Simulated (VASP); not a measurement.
```
TlBr
1.0
    4.06980     0.00000     0.00000
    0.00000     4.06980     0.00000
    0.00000     0.00000     4.06980
Tl Br
1 1
Direct
  0.00000   0.00000   0.00000
  0.50000   0.50000   0.50000
```

The base run (VASP): PBE GGA, plane waves, VASP's PBE PAW potentials (set 64). Settings: 400 eV cut-off, 6×6×6 Γ-centred mesh, Gaussian smearing of 0.050 eV, potentials Tl_d Br.

One setting is varied; ΔE counts from the most expensive setting. The base run took about 6 core-seconds. Times come from single runs on busy shared machines, so they are rough: good to a factor of about 2.

Pressures at a finite cut-off, here 400 eV, hold a Pulay part, which wasn't tested here.

| setting | cost over the base run | electronic steps | ΔE (meV/atom) | pressure (GPa) |
|---|---|---|---|---|
| KPOINTS 2×2×2 Γ-centred mesh | within a factor of 2 | 12 | 204.0 | 2.40 |
| KPOINTS 5×5×5 Γ-centred mesh | within a factor of 2 | 13 | 0.1 | -0.32 |
| KPOINTS 4×4×4 Γ-centred mesh | within a factor of 2 | 12 | 4.6 | -0.22 |
| base run | reference | 12 | 0.2 | -0.31 |
| KPOINTS 7×7×7 Γ-centred mesh | within a factor of 2 | 13 | 0.0 | -0.31 |
| KPOINTS 11×11×11 Γ-centred mesh | about 2 times | 13 | 0.0 | -0.31 |
| KPOINTS 10×10×10 Γ-centred mesh | about 2 times | 13 | 0.0 | -0.31 |
| KPOINTS 12×12×12 Γ-centred mesh | about 3 times | 13 | 0.0 | -0.31 |

Left out are runs that failed, have no time on record or changed the cell.

The compound is TlBr in the CsCl type structure. The cell was not relaxed at this level.
